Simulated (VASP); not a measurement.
Data:

```
CELL_PARAMETERS angstrom
      3.06106     0.00000     0.00000
     -1.53053     2.65095     0.00000
      0.00000     0.00000     8.07315
ATOMIC_POSITIONS crystal
  W  0.33333 0.66667 0.03624
  W  0.66667 0.33333 0.53624
  P  0.33333 0.66667 0.33876
  P  0.66667 0.33333 0.83876
```

All values below come from r2SCAN meta-GGA, VASP's PBE PAW potentials (set 64) (plane waves; VASP 6.6.1). Numerical set-up: 400 eV cut-off, 13×13×5 Γ-centred mesh, tetrahedra with Blöchl corrections, potentials W_sv P.

Unless said otherwise, spin-orbit coupling is left out, though it shifts the bands of the heavy elements here.

Question: Tabulate the total density of states (states/eV per cell) against energy (eV; zero at the valence-band maximum or, without a gap, the Fermi level).

Answer: 
(E (eV), DOS (states/eV)): (-9.95, 0.74); (-9.60, 0.00); (-9.25, 0.00); (-8.90, 0.00); (-8.54, 0.00); (-8.19, 0.00); (-7.84, 0.00); (-7.61, 0.01); (-7.25, 0.14); (-6.90, 0.22); (-6.55, 0.52); (-6.20, 1.89); (-5.85, 2.91); (-5.50, 3.66); (-5.14, 2.16); (-4.79, 0.24); (-4.44, 2.65); (-4.09, 2.37); (-3.74, 2.13); (-3.38, 1.45); (-3.15, 1.52); (-2.80, 2.82); (-2.44, 2.92); (-2.09, 3.08); (-1.74, 3.63); (-1.39, 6.22); (-1.04, 3.57); (-0.69, 1.20); (-0.33, 4.49); (0.02, 2.35); (0.37, 2.43); (0.72, 1.99); (1.07, 1.25); (1.31, 1.49); (1.66, 1.48); (2.01, 1.62); (2.36, 1.71); (2.72, 1.35); (3.07, 1.64); (3.42, 1.64)
Within 2 eV below the Fermi level the largest weight inside VASP's projection spheres is W d, then P p.

The structure was generated: WP was put into the wurtzite type (P6_3mc), which need not be its known phase. It was relaxed first, which changed the volume by -45 %.
